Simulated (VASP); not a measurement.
Computed with optB88-vdW, VASP's PBE PAW potentials (set 64) (plane waves; VASP).

The input files of a VASP run:

### KPOINTS
```
K-points
0
gamma
  7 7 2
```

**POSCAR**
```
WS2
1.0
  3.1936337463   0.0000000000   0.0000000000
 -1.5968168731   2.7657679318   0.0000000000
  0.0000000000   0.0000000000  12.5147573931
W S
2 4
direct
  0.6666670000   0.3333330000   0.7500000000
  0.3333330000   0.6666670000   0.2500000000
  0.6666670000   0.3333330000   0.3760955322
  0.3333330000   0.6666670000   0.8760955322
  0.3333330000   0.6666670000   0.6239044678
  0.6666670000   0.3333330000   0.1239044678
```

**INCAR**
```
SYSTEM = WS2
PREC = Accurate
ENCUT = 480
EDIFF = 1E-6
NELM = 100
ALGO = Normal
LREAL = .FALSE.
LASPH = .TRUE.
ISMEAR = 0
SIGMA = 0.05
GGA = BO
PARAM1 = 0.1833333333
PARAM2 = 0.22
LUSE_VDW = .TRUE.
AGGAC = 0.0
LMAXMIX = 6
LWAVE = .FALSE.
LCHARG = .FALSE.
IBRION = 2
ISIF = 3
NSW = 60
EDIFFG = -0.02
```

POTCAR, in this order: W_sv S (PBE.64 set). Program: vasp_std.

### Question
What does the run give for the energy per atom (σ→0)?

### Answer

```
Quantity                        Value
---------------------  --------------
energy per atom (σ→0)  -5.781 eV/atom
```

### OSZICAR
```
...
DAV:   9    -0.346855093989E+02   -0.21868E-02   -0.61572E-02  1293   0.130E+00    0.106E+00
DAV:  10    -0.346838654932E+02    0.16439E-02   -0.33016E-02  1259   0.109E+00    0.373E-01
DAV:  11    -0.346832995370E+02    0.56596E-03   -0.51965E-03  1208   0.430E-01    0.114E-01
DAV:  12    -0.346833056871E+02   -0.61501E-05   -0.21639E-04  1291   0.772E-02    0.791E-02
DAV:  13    -0.346832964690E+02    0.92181E-05   -0.69366E-05  1311   0.473E-02    0.299E-02
DAV:  14    -0.346832958543E+02    0.61476E-06   -0.14202E-05  1155   0.185E-02    0.161E-02
DAV:  15    -0.346832951986E+02    0.65570E-06   -0.21828E-06   922   0.969E-03
   1 F= -.34683295E+02 E0= -.34683295E+02  d E =-.346833E+02
```

The compound is WS2 in the 2H layered structure. It was relaxed first. The start is the result of an earlier pass.
